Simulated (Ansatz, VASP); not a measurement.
# BiAs: VASP beside Ansatz, part 2 of 2

Wanted: the spread between two codes on one cell, functional and k mesh. The cell is generated by rule, not measured, and may not be a known phase. The cell is taken from a series of runs on this material, whose earlier steps may have relaxed, scaled, displaced or heated it; both programs get it as it stands.

VASP 6.6.1 and Ansatz 0.2.0.

So far: The starting structure; VASP: zone-centre phonons, RPBE.

The structure was built from a prototype and need not be the compound's stable phase.

## (3) Ansatz: zone-centre phonons, RPBE

Level of this step: Ansatz beside VASP: Kohn-Sham DFT, plane waves, RPBE (Ansatz).

Ansatz runs on its default PAW (the set named soft_2) files.

The same cell, functional, mesh and smearing now go to Ansatz, which takes its cutoff from its data sets.

input.yaml reads:

```yaml
crystal:
  lattice:
    - [0.0, 3.0411081202, 3.0411081202]
    - [3.0411081202, 0.0, 3.0411081202]
    - [3.0411081202, 3.0411081202, 0.0]
  atoms:
    - { symbol: Bi, position: [0.5, 0.5, 0.5] }
    - { symbol: As, position: [0.0, 0.0, 0.0] }
kpoints:
  mp_grid: { grid: [12, 12, 12] }
hamiltonian:
  xc: rpbe
scf:
  occupations: { method: methfessel_paxton, width: 0.15 }
output:
  eigenvalues: true
phonons:
  method: dfpt
```

On the command line:

```sh
> ansatz run input.yaml --threads 4 --pin off --max-ram 7168MiB --backend cpu --events-out ev --progress --plain --runs-dir out
```

Numbers of over 12 decimals in the logs are rounded to 6 here.

The program printed:

```text
Engine: ansatz 0.2.0, x86_64-unknown-linux-gnu
Pseudopotentials: kind: paw
Pseudopotential: Bi, paw, valence charge 15, recommended cutoff 420 eV (normal), Bi.paw.azcp
Pseudopotential: As, paw, valence charge 15, recommended cutoff 420 eV (normal), As.paw.azcp
Functional definition: RPBE
  parameter kappa = 0.804
  parameter beta = 0.066725
  exchange = rpbe_x(kappa = kappa, mu = beta*pi^2/3)
  correlation = pbe_c(beta = beta)
Crystal: 2 atoms, lattice volume = 56.250 Å³
Basis set: ecut = 420 eV, 1067 PW (Γ), exchange–correlation on 60×60×60 points (8 copies of the dense FFT grid, shifted against one another)
Bands: 19, of which v1, the nominal top of the filled ones, is band 15 counted from 1 (14 counted from 0)
Symmetry: 48 space group operations
k-points: 163 of 1728 (irreducible under 8 space group operations, time reversal used)
Non-local potential: Bi, projectors of the file, l = 0: 2, l = 1: 2, l = 2: 2, l = 3: 2
Non-local potential: As, projectors of the file, l = 0: 2, l = 1: 2, l = 2: 3, l = 3: 1
PAW form: soft (Blöchl's): semilocal exchange-correlation on the pseudo side does not see the compensation charge
PAW frozen core: Bi, regenerated for the run's functional, and the local potential with it (the file was generated under x = pbe(κ = 0.804, μ = 0.219515), c = pbe(β = 0.066725))
PAW frozen core: As, regenerated for the run's functional, and the local potential with it (the file was generated under x = pbe(κ = 0.804, μ = 0.219515), c = pbe(β = 0.066725))
PAW one-centre angular grid: Bi, 590 points (default); XC on 64 Gauss nodes
PAW one-centre angular grid: As, 590 points (default); XC on 64 Gauss nodes
Initial density: superposition of atomic densities (neutral atoms: chi_scale 0, normalization atom), corrected by the library's trained network
Initial wavefunctions: pseudopotential atomic-orbital guess
Functional: x = rpbe, c = pbe(β = 0.066725)
SCF iter   1: F=—  HF=-17274.044593 eV  |F-HF|=—  |Δ(HF+E_count)|=         —  Δρ=2.97e-3  dr2=6.38e-3  ethr=1.77e-3  ⟨swp⟩=5.7  Hψ=14152  notcnv=0
preconditioner: auto → none  [insulator: Δε(μ)=0.201 eV  Ē_g=9.234 eV  σ=0.150 eV  W_gap=0.66  n_scr=14 (ndim 8)  ℏωp=15.7 eV  f_vac=0.003  D(μ)=0.24/eV (n_scr^D=0)  ε∞_Penn≈3.9]
SCF iter   2: F=—  HF=-17274.042892 eV  |F-HF|=—  |Δ(HF+E_count)|=   1.70e-3  S|Δr|=    0.00e0  Δρ=1.47e-3  dr2=2.11e-3  ethr=2.13e-5  ⟨swp⟩=2.6  Hψ=6981  notcnv=0
SCF iter   3: F=—  HF=-17274.042587 eV  |F-HF|=—  |Δ(HF+E_count)|=   3.06e-4  S|Δr|=    0.00e0  Δρ=5.83e-4  dr2=3.00e-4  ethr=7.04e-6  ⟨swp⟩=2.1  Hψ=5295  notcnv=0
SCF iter   4: F=—  HF=-17274.042536 eV  |F-HF|=—  |Δ(HF+E_count)|=   5.04e-5  S|Δr|=    0.00e0  Δρ=1.15e-4  dr2=3.78e-6  ethr=9.99e-7  ⟨swp⟩=2.4  Hψ=4564  notcnv=0
SCF iter   5: F=—  HF=-17274.042556 eV  |F-HF|=—  |Δ(HF+E_count)|=   2.00e-5  S|Δr|=    0.00e0  Δρ=4.57e-5  dr2=4.37e-7  ethr=1.26e-8  ⟨swp⟩=2.0  Hψ=4848  notcnv=0
SCF iter   6: F=—  HF=-17274.042557 eV  |F-HF|=—  |Δ(HF+E_count)|=   6.75e-7  S|Δr|=    0.00e0  Δρ=8.25e-6  dr2=3.15e-8  ethr=1.46e-9  ⟨swp⟩=2.0  Hψ=5561  notcnv=0
SCF iter   7: F=—  HF=-17274.042557 eV  |F-HF|=—  |Δ(HF+E_count)|=   1.56e-8  S|Δr|=    0.00e0  Δρ=7.34e-7  dr2=1.77e-10  ethr=1.05e-10  ⟨swp⟩=2.0  Hψ=5543  notcnv=0
SCF iter   8: F=-17274.042557 eV  HF=-17274.042557 eV  |F-HF|=1.82e-11  |Δ(HF+E_count)|=  2.00e-10  S|Δr|=    0.00e0  Δρ=9.41e-8  dr2=4.76e-12  ethr=1.00e-12  ⟨swp⟩=7.0  Hψ=15549  notcnv=0
SCF 1 converged in 8 iterations: F = -17274.042557 eV  dr2 = 4.76e-12
  greatest PAW one-centre occupation: 0.999 electrons in one spin orbital (limit 2), on the As atom at site 1 (counted from 0), in its partial waves of l = 2
DFPT response loops at Γ: preconditioner auto → Kerker (q_TF=auto, 2.457 Å⁻¹) (partly filled bands, converged f_vac=0.003); β = 1.00, the filter's whole step (`scf.mixing.beta` (0.50) is not read by the response loops under this deck's `scf.mixing.preconditioner`; to damp them name `kerker` or `kerker_dos`, under which they read `scf.mixing.beta`, and type it under 1.00, their step now; both keys bind the ground state too); Broyden in place of MSR1
SCF converged after 8 iterations
Stability not checked: this state was not tested for a lower state beside it, because cold or Methfessel-Paxton smearing, or corrected tetrahedra, fill the levels in a way that the test cannot read (fill_not_monotonic; see scf.lower_state_search)
Free energy (F): -17274.042557 eV
Harris-Foulkes:  -17274.042557 eV  (|F-HF|=1.82e-11)
Internal energy: -17274.044134 eV  (E = F + TS)
E sigma→0 (E₀):  -17274.042951 eV
Entropy (-TS):   0.001577 eV (0.788 meV/atom)
Fermi energy:    10.106709 eV
Step filling:    the computed levels leave a gap of 0.0556 eV = 0.4 smearing widths at the electron count; against every level under it full and every level over it empty, smearing changes F+E_penalty+E_count by +0.718 meV and its σ→0 estimate by +0.324 meV
--- Per-component energies (eV) ---
  E_band       = -336.021011
  E_kinetic    = 402.597869
  E_local      = -3232.652715  (includes V_loc(G=0)·N_el)
  E_nonlocal   = -111.477737
  E_hartree    = 1439.554927
  E_xc         = -230.351569
  E_vxc        = -222.556179  (∫ρ·V_xc dr)
  E_paw        = -12518.752740  (= ΣΔE_a)
  E_vpaw       = -51.041552  (= ΣTr[D̂ρ^β])
  E_aug_tail   = -0.000413  (compensation charges beyond the density's cutoff)
  E_ewald      = -3022.785493
  E_core_change = -0.176263  (= ΣΔE_core)
  E_smearing   = 0.001577  (= −TS)
  E_closure    = 0.000000  (closes the sum)
  Σ components = -17274.042557   (vs F -17274.042557, Δ=0.00e0)
--- Band table (eV; the first three rows and the last of 163) ---
  k-point 0: bands = [... 11 lower, 3.5273, 8.6464, 8.6464, 8.6464, 13.7397, 13.7397, 13.7397, 15.9602]
  k-point 1: bands = [... 11 lower, 3.3057, 8.6671, 8.6671, 8.7422, 13.3499, 13.4196, 13.4196, 15.8194]
  k-point 2: bands = [... 11 lower, 2.7198, 8.7350, 8.7350, 8.9628, 12.5605, 12.7082, 12.7082, 15.7801]
  k-point 162: bands = [... 11 lower, 0.0901, 5.5925, 5.5925, 10.0138, 10.7496, 15.4854, 15.4854, 16.8865]
--- Phonons (Γ-DFPT): 2 representative perturbations + reference, on 163 of 1728 k-points (Σ response iterations 7) ---
  k mesh reduced under 8 symmetry operations, with k and −k counted as one. Each operation leaves every solved perturbation unchanged. A smaller set is not used because it would not reduce the number of displacements times k-points to solve
  ASR residual: 1.990e-4 → 0.000e0 eV/Å²; symmetrization residual: 2.949e-5 eV/Å²
  ASR residual per site (eV/Å²): 1.99e-4 6.27e-5
  Γ frequencies (cm⁻¹): -141.44 -141.44 -141.44 0.00 0.00 0.00
  non-analytic LO–TO correction: not included (Born effective charges unavailable; polar crystals: no LO–TO splitting at Γ)
```

In the SCF lines HF is the Harris–Foulkes energy and dr2 the Hartree energy of the density residual, in eV; the loop may stop once dr2 is under the threshold and the program's other checks hold. Hψ counts applications of the Hamiltonian.

## (4) Comparison

Known differences besides the potentials themselves: the data sets hold 30 valence electrons in Ansatz (on its default PAW (the set named soft_2) files) and 20 in VASP; the cutoff is 420 eV in Ansatz and 500 eV in VASP; Ansatz makes its cores anew for this functional, VASP keeps those of its PBE data sets. Total energies have different zeros and are not compared.

Both answers:

| quantity | Ansatz | VASP | difference |
| --- | --- | --- | --- |
| optical mode 1 to 3 (imaginary, printed as negative) (cm⁻¹) | -141.4 | -140.7 | -0.8 |

Our record labels this cell a metal in Ansatz alone; each run is judged by its own test, so with a small gap or wide smearing the label says little about the levels. Modes are paired by rising frequency, not by their patterns, so a pair may set unlike modes beside each other; they are those without the splitting of longitudinal modes.

## (5) Results

- r.m.s. difference of the optical zone-centre modes, each program's sorted by frequency (zone-centre phonons, RPBE): 0.75 cm⁻¹

**Reading.** The r.m.s. difference of the optical zone-centre modes, each program's sorted by frequency is 0.75 cm⁻¹ (zone-centre phonons, RPBE). The data sets hold unlike numbers of valence electrons (30 in Ansatz and 20 in VASP), so part of the differences comes from the potentials. 1 further run of this series is not shown here. Such differences can come from data sets, numerical settings and the points named under the comparisons, not from the functional's error against experiment.

[Lines on the potential files, build, host, timing and source positions are cut from VASP's logs without a mark.]

[Logs are printed without paths, hosts, clocks, repeated set-up lines and the standing remarks that a program may print on its own settings, such as how far it seeks lower states.]

[Hosts, paths, dates, database ids (printed as entryN), source tags and the programs' standing remarks are cut or masked in the printed files.]
